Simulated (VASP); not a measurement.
VASP input:

### INCAR
```
ISMEAR=1   ! Methfessel-Paxton
ALGO=Normal   ! blocked Davidson
LREAL=.FALSE.
LMAXMIX=4
PREC=Accurate
ISIF=2   ! forces and stress, cell fixed
NELM=100
EDIFF=1E-6
LCHARG=.FALSE.
SIGMA=0.1   ! width (eV)
SYSTEM=RuAl
LASPH=.FALSE.
LWAVE=.FALSE.
GGA=PE   ! PBE
ENCUT=400   ! plane-wave cut-off (eV)
```

**POSCAR**
```
RuAl
3.04980
  1.0000000000   0.0000000000   0.0000000000
  0.0000000000   1.0000000000   0.0000000000
  0.0000000000   0.0000000000   1.0000000000
Al Ru
1 1
Cartesian
  0.5000000000   0.5000000000   0.5000000000
  0.0000000000   0.0000000000   0.0000000000
```

### KPOINTS
```
Automatic mesh
0
Gamma
11 11 11
0 0 0
```

POTCAR, in this order: Al Ru_pv (PBE.64 set). Program: vasp_std.

Question: Write an equivalent input for Quantum ESPRESSO's pw.x.

Answer: One equivalent input (not run):
```
&CONTROL
  calculation = 'scf'
  pseudo_dir = './pseudo'
  outdir = './out'
  tprnfor = .true.
  tstress = .true.
/
&SYSTEM
  ibrav = 0
  nat = 2
  ntyp = 2
  ecutwfc = 84
  occupations = 'smearing'
  smearing = 'methfessel-paxton'
  degauss = 0.00735
  input_dft = 'pbe'
/
&ELECTRONS
  conv_thr = 7.3e-08
  electron_maxstep = 100
/
ATOMIC_SPECIES
  Al 26.982 Al.upf
  Ru 101.070 Ru.upf
CELL_PARAMETERS angstrom
     3.0498000    0.0000000    0.0000000
     0.0000000    3.0498000    0.0000000
     0.0000000    0.0000000    3.0498000
ATOMIC_POSITIONS crystal
  Al   0.5000000  0.5000000  0.5000000
  Ru   0.0000000  0.0000000  0.0000000
K_POINTS automatic
  11 11 11 0 0 0
```
The two are equivalent in intent, not identical: the potentials are each code's own (VASP's PAW set, PseudoDojo norm-conserving files in pw.x), so ENCUT and ecutwfc are chosen apart and not converted; conv_thr bounds pw.x's estimated SCF error, while EDIFF bounds the energy change between steps.

The compound is RuAl in the CsCl type structure. The cell was not relaxed at this level. The run is one of a series of settings (LASPH = .FALSE. against the base run), some of them coarse on purpose.
